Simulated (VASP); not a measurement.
VASP input:

### KPOINTS
```
Automatic mesh
0
Gamma
5 5 3
0 0 0
```

### POSCAR
```
MgSe
1
    4.1370410000     0.0000000000     0.0000000000
   -2.0685200000     3.5827820000     0.0000000000
    0.0000000000     0.0000000000     6.6803860000
Mg Se
2 2
Direct
  0.6666670000   0.3333330000   0.4983100000
  0.3333330000   0.6666670000   0.9983100000
  0.6666670000   0.3333330000   0.8766900000
  0.3333330000   0.6666670000   0.3766900000
```

### INCAR
```
! general
SYSTEM  = MgSe
PREC    = Accurate
ENCUT   = 300
LREAL   = .FALSE.
LASPH   = .TRUE.

! electronic loop
EDIFF   = 1E-6
NELM    = 100
ALGO    = Normal
LMAXMIX = 4

! smearing
ISMEAR  = 0
SIGMA   = 0.01

! ions
ISIF    = 2

! output
LWAVE   = .FALSE.
LCHARG  = .FALSE.
```

POTCAR, in this order: Mg Se (LDA.64 set). Program: vasp_std.

Question: Translate this LDA calculation to Ansatz.

Answer: One equivalent input (not run):
Ansatz 0.2 input:
```yaml
crystal:
  lattice:
    - [4.1370410, 0.0000000, 0.0000000]
    - [-2.0685200, 3.5827820, 0.0000000]
    - [0.0000000, 0.0000000, 6.6803860]
  atoms:
    - { symbol: Mg, position: [0.6666670, 0.3333330, 0.4983100] }
    - { symbol: Mg, position: [0.3333330, 0.6666670, 0.9983100] }
    - { symbol: Se, position: [0.6666670, 0.3333330, 0.8766900] }
    - { symbol: Se, position: [0.3333330, 0.6666670, 0.3766900] }
kpoints:
  mp_grid: { grid: [5, 5, 3] }
hamiltonian:
  xc: lda
  pseudopotentials: { kind: paw }
scf:
  occupations: { method: gaussian, width: 0.01 }
  max_iter: 100
output: { forces: true, stress: true, eigenvalues: true }
```
The two are equivalent in intent, not identical: each code has its own PAW files, so the cut-off isn't converted (ENCUT is set for VASP's; basis.ecutwfc is left out, and Ansatz then takes the one that its files recommend); Ansatz stops its SCF on the density residual and VASP on the energy change (EDIFF); Ansatz's lda is the Perdew-Wang form, while the LDA potentials of VASP carry Perdew-Zunger's.

The structure comes from a computed database's MgSe entry (P6_3mc); how it stands against other phases isn't given here. The cell was not relaxed at this level, and its volume differs by -5.9 % from the start's.
